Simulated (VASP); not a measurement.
Calculation: PBE GGA, VASP's PBE PAW potentials (set 64) (plane waves; VASP).

VASP input:

### POSCAR
```
BN
1
    0.0000000000     1.7757130155     1.7757130155
    1.7757130155     0.0000000000     1.7757130155
    1.7757130155     1.7757130155     0.0000000000
B N
1 1
Direct
  0.0000000000   0.0000000000   0.0000000000
  0.2500000000   0.2500000000   0.2500000000
```

KPOINTS:
```
Automatic mesh
0
Gamma
12 12 12
0 0 0
```

INCAR:
```
# general
SYSTEM  =  BN
PREC    =  Accurate
ENCUT   =  520   # plane-wave cut-off (eV)
LREAL   =  .False.
LASPH   =  .True.   # aspherical one-centre terms

# electronic loop
EDIFF   =  1E-7   # SCF stop (eV)
NELM    =  100   # most electronic steps
ALGO    =  Normal   # blocked Davidson

# smearing
ISMEAR  =  0
SIGMA   =  0.05   # width (eV)

# functional
GGA     =  PE

# ions
ISIF    =  2

# output
LWAVE   =  .False.
LCHARG  =  .False.
```

POTCAR, in this order: B N (PBE.64 set). Program: vasp_std.

### Question
Predict the energy per atom (σ→0), pressure, band gap (on the k-mesh).

### Answer

```yaml
energy per atom (σ→0): -8.697 eV/atom
band gap (on the k-mesh): 4.51 eV
pressure: 25.90 GPa
```

### OSZICAR
```
...
DAV:   6    -0.175022991230E+02    0.94499E+00   -0.33700E+00  1448   0.138E+01    0.349E+00
DAV:   7    -0.174105521646E+02    0.91747E-01   -0.12658E-01  1496   0.340E+00    0.198E+00
DAV:   8    -0.173943871758E+02    0.16165E-01   -0.44265E-02  1344   0.195E+00    0.224E-01
DAV:   9    -0.173946326336E+02   -0.24546E-03   -0.50597E-04  1248   0.261E-01    0.806E-02
DAV:  10    -0.173947001125E+02   -0.67479E-04   -0.12963E-04  1640   0.116E-01    0.161E-02
DAV:  11    -0.173947042529E+02   -0.41404E-05   -0.55977E-06  1280   0.245E-02    0.608E-03
DAV:  12    -0.173947043205E+02   -0.67611E-07   -0.89691E-07  1424   0.830E-03
   1 F= -.17394704E+02 E0= -.17394704E+02  d E =-.200067E-16
```

The compound is BN in the zinc blende structure. This cell is one point of a volume scan, at 0.94 of the reference volume.
